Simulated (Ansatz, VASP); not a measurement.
## GaN: VASP beside Ansatz

Aim: how closely do two programs agree when they are given the same cell, functional and k mesh? The cell is taken from a series of runs on this material, whose earlier steps may have relaxed, scaled, displaced or heated it; both programs get it as it stands.

Method: plane waves, with VASP 6.6.1 beside it; zone-centre phonons at PBE, in Ansatz 0.2.0.

### 1. The structure

It takes space group F-43m (No. 216, cubic). The conventional cell has a = 4.579 Å, b = 4.579 Å, c = 4.579 Å, α = 90.00°, β = 90.00°, γ = 90.00°. Nearest to N lie 4 Ga at 1.98 Å. Ga has 4 N at 1.98 Å nearest. Farther neighbours and most contacts between anions are not listed.

### 2. Ansatz: zone-centre phonons, PBE, pair 1

Ansatz runs on its PAW soft_1 files.

Second derivatives magnify differences that forces hide, and they need a tight electronic threshold.

Input file input.yaml:

```yaml
crystal:
  lattice:
    - [0.0, 2.289476897, 2.289476897]
    - [2.289476897, 0.0, 2.289476897]
    - [2.289476897, 2.289476897, 0.0]
  atoms:
    - { symbol: "N", position: [0.25, 0.25, 0.25] }
    - { symbol: Ga, position: [0.0, 0.0, 0.0] }
kpoints:
  mp_grid: { grid: [16, 16, 16] }
hamiltonian:
  xc: pbe
  pseudopotentials: { kind: paw, azcp: { folder: soft_1 } }
scf:
  occupations: { method: fixed }
output:
  eigenvalues: true
phonons:
  method: dfpt
  dielectric: true
  rigid_motions: translations
```

On the command line:

```
$ ansatz run input.yaml --threads 4 --pin off --max-ram 10240MiB --backend cpu --events-out ev --progress --plain --runs-dir out
```

Numbers of over 12 decimals in the logs are rounded to 6 here.

What it wrote:

```text
Engine: ansatz 0.2.0, aarch64-unknown-linux-gnu
Pseudopotentials: kind: paw
Pseudopotential: N, paw, valence charge 5, recommended cutoff 420 eV (normal), soft_1/N.paw.azcp
Pseudopotential: Ga, paw, valence charge 13, recommended cutoff 420 eV (normal), soft_1/Ga.paw.azcp
Functional definition: PBE
  parameter kappa = 0.804
  parameter beta = 0.066725
  exchange = pbe_x(kappa = kappa, mu = beta*pi^2/3)
  correlation = pbe_c(beta = beta)
Crystal: 2 atoms, lattice volume = 24.002 Å³
Basis set: ecut = 420 eV, 459 PW (Γ), exchange–correlation on 48×48×48 points (8 copies of the dense FFT grid, shifted against one another)
Bands: 13, of which v1, the nominal top of the filled ones, is band 9 counted from 1 (8 counted from 0)
Symmetry: 24 space group operations
k-points: 621 of 4096 (irreducible under 4 space group operations, time reversal used)
Non-local potential: N, projectors of the file, l = 0: 2, l = 1: 2, l = 2: 1
Non-local potential: Ga, projectors of the file, l = 0: 2, l = 1: 2, l = 2: 3, l = 3: 1
PAW form: soft (Blöchl's): semilocal exchange-correlation on the pseudo side does not see the compensation charge
PAW one-centre angular grid: N, 110 points (default); XC on 64 Gauss nodes
PAW one-centre angular grid: Ga, 590 points (default); XC on 64 Gauss nodes
Initial density: superposition of atomic densities (chi_scale 0.1, normalization cell, long waves kept (reshape's long-wave potential 0.00 eV rms))
Initial wavefunctions: pseudopotential atomic-orbital guess
Functional: x = pbe(κ = 0.804, μ = 0.219515), c = pbe(β = 0.066725)
SCF iter   1: F=—  HF=-4168.524600 eV  |F-HF|=—  |Δ(HF+E_count)|=         —  Δρ=1.06e-1  dr2=2.33e0  ethr=3.10e-3  ⟨swp⟩=4.0  Hψ=35632  notcnv=0  defer=1145
preconditioner: auto → none  [insulator: Δε(μ)=2.216 eV  Ē_g=18.754 eV  n_scr=8 (ndim 8)  ℏωp=32.2 eV  f_vac=0.000  ε∞_Penn≈3.9]
SCF iter   2: F=—  HF=-4168.042473 eV  |F-HF|=—  |Δ(HF+E_count)|=   4.82e-1  Δρ=6.02e-2  dr2=5.52e-1  ethr=3.10e-3  ⟨swp⟩=2.0  Hψ=19688  notcnv=0  defer=239
SCF iter   3: F=—  HF=-4167.915311 eV  |F-HF|=—  |Δ(HF+E_count)|=   1.27e-1  Δρ=1.99e-2  dr2=4.90e-2  ethr=3.06e-3  ⟨swp⟩=2.0  Hψ=11336  notcnv=0  defer=1240
SCF iter   4: F=—  HF=-4167.910831 eV  |F-HF|=—  |Δ(HF+E_count)|=   4.48e-3  Δρ=7.83e-3  dr2=6.59e-3  ethr=2.72e-4  ⟨swp⟩=2.2  Hψ=15980  notcnv=0  defer=1240
SCF iter   5: F=—  HF=-4167.908169 eV  |F-HF|=—  |Δ(HF+E_count)|=   2.66e-3  Δρ=8.56e-4  dr2=8.21e-5  ethr=3.66e-5  ⟨swp⟩=2.0  Hψ=14717  notcnv=0  defer=1240
SCF iter   6: F=—  HF=-4167.908206 eV  |F-HF|=—  |Δ(HF+E_count)|=   3.61e-5  Δρ=2.43e-4  dr2=7.81e-6  ethr=4.56e-7  ⟨swp⟩=2.0  Hψ=14816  notcnv=0  defer=1235
SCF iter   7: F=—  HF=-4167.908204 eV  |F-HF|=—  |Δ(HF+E_count)|=   1.27e-6  Δρ=2.46e-5  dr2=7.41e-8  ethr=4.34e-8  ⟨swp⟩=2.2  Hψ=12380  notcnv=0
SCF iter   8: F=—  HF=-4167.908204 eV  |F-HF|=—  |Δ(HF+E_count)|=   5.71e-8  Δρ=9.90e-7  dr2=1.34e-10  ethr=4.12e-10  ⟨swp⟩=2.1  Hψ=13654  notcnv=0
SCF iter   9: F=-4167.908204 eV  HF=-4167.908204 eV  |F-HF|=0.00e0  |Δ(HF+E_count)|=  1.29e-10  Δρ=7.71e-8  dr2=8.88e-13  ethr=1.00e-12  ⟨swp⟩=6.1  Hψ=39051  notcnv=0
SCF 1 converged in 9 iterations: F = -4167.908204 eV  dr2 = 8.88e-13
  greatest PAW one-centre occupation: 0.995 electrons in one spin orbital (limit 2), on the Ga atom at site 1 (counted from 0), in its partial waves of l = 2
DFPT response loops at Γ: preconditioner auto → none (the input reference at scf.mixing.eps_inf says where Resta's filter doesn't serve); β = 0.50; Broyden in place of MSR1
── the response to a field inside a basis, on 16×16×16 k-points: an SCF that follows is theirs, and a resumed run solves both again ──
Bands: 10, of which v1, the nominal top of the filled ones, is band 9 counted from 1 (8 counted from 0)
k-points: 408 of 4096 (irreducible under 6 space group operations, time reversal used)
Initial density: handed on by an earlier stage of this run
Initial wavefunctions: pseudopotential atomic-orbital guess (no wavefunctions were taken with the density)
Eigensolver: Dense (408 Hₖ)
SCF iter   1: F=—  HF=-4167.909125 eV  |F-HF|=—  |Δ(HF+E_count)|=         —  Δρ=4.03e-4  dr2=1.13e-5  ethr=1.00e-1
preconditioner: auto → none  [insulator: Δε(μ)=1.569 eV  Ē_g=14.957 eV  n_scr=8 (ndim 8)  ℏωp=32.2 eV  f_vac=0.003  ε∞_Penn≈5.6]
SCF iter   2: F=—  HF=-4167.909127 eV  |F-HF|=—  |Δ(HF+E_count)|=   1.63e-6  Δρ=2.71e-4  dr2=6.48e-6  ethr=6.25e-8
SCF iter   3: F=—  HF=-4167.909130 eV  |F-HF|=—  |Δ(HF+E_count)|=   2.95e-6  Δρ=9.12e-5  dr2=2.05e-6  ethr=3.60e-8
SCF iter   4: F=-4167.909128 eV  HF=-4167.909128 eV  |F-HF|=4.68e-8  |Δ(HF+E_count)|=   1.33e-6  Δρ=1.99e-5  dr2=7.30e-8  ethr=1.14e-8
SCF 1 converged in 4 iterations: F = -4167.909128 eV  dr2 = 7.30e-8
DFPT response loops at Γ: mixed as the last ones told, above
SCF converged after 9 iterations
Free energy (F): -4167.908204 eV
Harris-Foulkes:  -4167.908204 eV  (|F-HF|=0.00e0)
Internal energy: -4167.908204 eV  (E = F + TS)
E sigma→0 (E₀):  -4167.908204 eV
Fermi energy:    8.935114 eV
--- Per-component energies (eV) ---
  E_band       = -17.141523
  E_kinetic    = 238.917400
  E_local      = -1451.530882  (includes V_loc(G=0)·N_el)
  E_nonlocal   = -54.896592
  E_hartree    = 908.066825
  E_xc         = -121.689911
  E_vxc        = -130.094268  (∫ρ·V_xc dr)
  E_paw        = -2124.285469  (= ΣΔE_a)
  E_vpaw       = -435.671642  (= ΣTr[D̂ρ^β])
  E_aug_tail   = 0.000807  (compensation charges beyond the density's cutoff)
  E_ewald      = -1562.490383
  E_smearing   = -0.000000  (= −TS)
  E_closure    = 0.000000  (closes the sum)
  Σ components = -4167.908204   (vs F -4167.908204, Δ=0.00e0)
--- Band table (eV; the first three rows and the last of 621) ---
  k-point 0: bands = [... 5 lower, -4.2431, 8.9351, 8.9351, 8.9351, 10.3499, 18.9549, 18.9549, 18.9549]
  k-point 1: bands = [... 5 lower, -4.2437, 8.3882, 8.8944, 8.8944, 10.8093, 18.7357, 19.0196, 19.0196]
  k-point 2: bands = [... 5 lower, -4.2444, 7.3957, 8.7824, 8.7824, 11.5391, 18.2485, 19.1789, 19.1789]
  k-point 620: bands = [... 5 lower, -2.2985, 3.4153, 5.4491, 5.5269, 15.0598, 16.8499, 18.8328, 19.8465]
--- Phonons (Γ-DFPT): 2 representative perturbations + reference, on 621 of 4096 k-points (Σ response iterations 6) ---
  k mesh reduced under 4 symmetry operations, with k and −k counted as one. Each operation leaves every solved perturbation unchanged. A smaller set is not considered because the run solves the response to a homogeneous field
  ASR residual: 4.676e-5 → 0.000e0 eV/Å²; symmetrization residual: 6.159e-7 eV/Å²
  ASR residual per site (eV/Å²): 2.48e-5 4.68e-5
  Γ frequencies (cm⁻¹): 0.00 0.00 0.00 500.93 500.93 500.93
  ε∞ (high-frequency dielectric tensor):
        6.295174     0.000000     0.000000
        0.000000     6.295174     0.000000
        0.000000     0.000000     6.295174
  ε⁰ (static dielectric tensor: ions relaxed, cell fixed):
       11.384932    -0.000000     0.000000
       -0.000000    11.384932     0.000000
        0.000000     0.000000    11.384932
  ε⁰ − ε∞ (ionic part):
        5.089757    -0.000000     0.000000
       -0.000000     5.089757     0.000000
        0.000000     0.000000     5.089757
  softest optical mode at Γ: 500.93 cm⁻¹; the repairs (sum rule, projections) moved no ω² at Γ by more than (0.74 cm⁻¹)²
  Born effective charges Z* (e; rows j = field, columns β = displacement):
    site 0:
        -2.69559    0.00000   -0.00000
        -0.00000   -2.69559   -0.00000
         0.00000   -0.00000   -2.69559
    site 1:
         2.69559   -0.00000    0.00000
         0.00000    2.69559    0.00000
        -0.00000    0.00000    2.69559
  Z* charge neutrality: 1.008e-4 e pre-enforcement
  solved inside a basis spanned on kpoints, on 16×16×16 k-points, its susceptibility summed on 20×20×20: ε∞ is read to err by 1.7e-2, Z* by 1.3e-2 e (field_mesh: kpoints solves on kpoints); Z* is corrected for what the basis lacks
  optical modes at Γ without the LO–TO term, one row a degenerate level:
      ω (cm⁻¹)  modes    IR ((D/Å)²/amu)
        500.93      3            43.1173
  optical modes at Γ + LO–TO along q̂ = [1.0000, 0.0000, 0.0000]:
      ω (cm⁻¹)  modes    IR ((D/Å)²/amu)
        500.93      2            28.7448
        673.66      1            14.3724
  optical modes at Γ + LO–TO along q̂ = [0.0000, 1.0000, 0.0000]:
      ω (cm⁻¹)  modes    IR ((D/Å)²/amu)
        500.93      2            28.7448
        673.66      1            14.3724
  optical modes at Γ + LO–TO along q̂ = [0.0000, 0.0000, 1.0000]:
      ω (cm⁻¹)  modes    IR ((D/Å)²/amu)
        500.93      2            28.7448
        673.66      1            14.3724
```

The column dr2 measures how far the density is from self-consistency, as an energy; F and HF (Harris–Foulkes) agree once it is small.

(Continued in part 2 of 3.)

[Lines on the potential files, build, host, timing and source positions are cut from VASP's logs without a mark.]

[Logs are printed without paths, hosts, clocks, repeated set-up lines and the standing remarks that a program may print on its own settings, such as how far it seeks lower states.]

[Hosts, paths, dates, database ids (printed as entryN), source tags and the programs' standing remarks are cut or masked in the printed files.]
